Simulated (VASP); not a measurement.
An input for Quantum ESPRESSO's pw.x (written as the equivalent of a VASP run, and not itself run):

```
&CONTROL
  calculation = 'vc-relax'
  pseudo_dir = './pseudo'
  outdir = './out'
  tprnfor = .true.
  tstress = .true.
  nstep = 60
  forc_conv_thr = 0.00039
/
&SYSTEM
  ibrav = 0
  nat = 1
  ntyp = 1
  ecutwfc = 92
  occupations = 'smearing'
  smearing = 'methfessel-paxton'
  degauss = 0.00735
  input_dft = 'pbesol'
/
&ELECTRONS
  conv_thr = 7.3e-08
  electron_maxstep = 100
/
&IONS
/
&CELL
/
ATOMIC_SPECIES
  Cu 63.546 Cu.upf
CELL_PARAMETERS angstrom
    -0.0000000    1.7838586    1.7838586
     1.7838586    0.0000000    1.7838586
     1.7838586    1.7838586    0.0000000
ATOMIC_POSITIONS crystal
  Cu   0.0000000  0.0000000  0.0000000
K_POINTS automatic
  16 16 16 0 0 0
```

**Question.** Translate this input to VASP (INCAR, KPOINTS, POSCAR, choice of POTCAR).

**Answer.** One answer among several that fit: 
### INCAR
```
NELM = 100   # most electronic steps
GGA = PS   # PBEsol
LMAXMIX = 4   # l cut-off of mixed one-centre charges
ISMEAR = 1
LCHARG = F
IBRION = 2   # conjugate gradients
EDIFF = 1E-6   # SCF stop (eV)
NSW = 60   # most ionic steps
SYSTEM = Cu
EDIFFG = -0.01
ISIF = 3
LASPH = T   # aspherical one-centre terms
ENCUT = 480
LWAVE = F
LREAL = F   # projection in real space or not
PREC = Accurate
ALGO = Normal   # blocked Davidson
SIGMA = 0.1
```

**KPOINTS**
```
Regular mesh
0
Gamma
  16 16 16
0 0 0
```

POSCAR:
```
Cu
1
   -0.0000000000     1.7838586276     1.7838586276
    1.7838586276     0.0000000000     1.7838586276
    1.7838586276     1.7838586276     0.0000000000
Cu
1
Direct
  0.0000000000   0.0000000000   0.0000000000
```

POTCAR, in this order: Cu (PBE.64 set). Program: vasp_std.

The two are equivalent in intent, not identical: the potentials are each code's own (VASP's PAW set, PseudoDojo norm-conserving files in pw.x), so ENCUT and ecutwfc are chosen apart and not converted; conv_thr bounds pw.x's estimated SCF error, while EDIFF bounds the energy change between steps; forc_conv_thr acts on force components and is met together with etot_conv_thr.

The compound is Cu in the fcc structure. It was relaxed first. The start is the result of an earlier pass.
